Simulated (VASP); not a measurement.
Here is a VASP 6.6.1 calculation.

INCAR

```
PREC = Accurate
ENCUT = 600
EDIFF = 1E-6
ISMEAR = 0
SIGMA = 0.03
LREAL = F
LASPH = T
NELM = 80
ALGO = Normal
ISIF = 3
LWAVE = F
LCHARG = F
GGA = CA
IBRION = 2
NSW = 90
EDIFFG = -0.01
KPAR = 4
```

The input KPOINTS:

```
regular mesh
0
Gamma
  6 6 6
```

Contents of POSCAR:

```
Nb4SiSb2
1.0
   -5.1819000000      5.1819000000      2.4575500000
    5.1819000000     -5.1819000000      2.4575500000
    5.1819000000      5.1819000000     -2.4575500000
Nb Si Sb
8 2 4
Direct
    0.0853000000      0.7930500000      0.8783500000
    0.9147000000      0.2069500000      0.1216500000
    0.7930500000      0.9147000000      0.7077500000
    0.2069500000      0.0853000000      0.2922500000
    0.4147000000      0.2930500000      0.7077500000
    0.5853000000      0.7069500000      0.2922500000
    0.7069500000      0.4147000000      0.1216500000
    0.2930500000      0.5853000000      0.8783500000
    0.2500000000      0.2500000000      0.0000000000
    0.7500000000      0.7500000000      0.0000000000
    0.8596300000      0.6403700000      0.5000000000
    0.1403700000      0.3596300000      0.5000000000
    0.6403700000      0.1403700000      0.7807400000
    0.3596300000      0.8596300000      0.2192600000
```

Potentials or basis: VASP PAW LDA potentials, release 64 (Nb_sv, Si, Sb).

The run is started by

```sh
$ cat potpaw_LDA.64/Nb_sv/POTCAR potpaw_LDA.64/Si/POTCAR potpaw_LDA.64/Sb/POTCAR > POTCAR
$ mpirun -np 4 vasp_std > vasp.out
```

Question: Predict the relaxed volume.

Answer: 18.31 Å³/atom.

Question: Estimate the space group after relaxing (to 0.05 Å).

Answer: I4/mcm (No. 140).

Stress tensor (GPa, compression positive):
```
-0.09  0.00  0.00
 0.00 -0.09  0.00
 0.00  0.00  0.04
```

The run has no spin-orbit coupling, so splittings on Sb are missing.
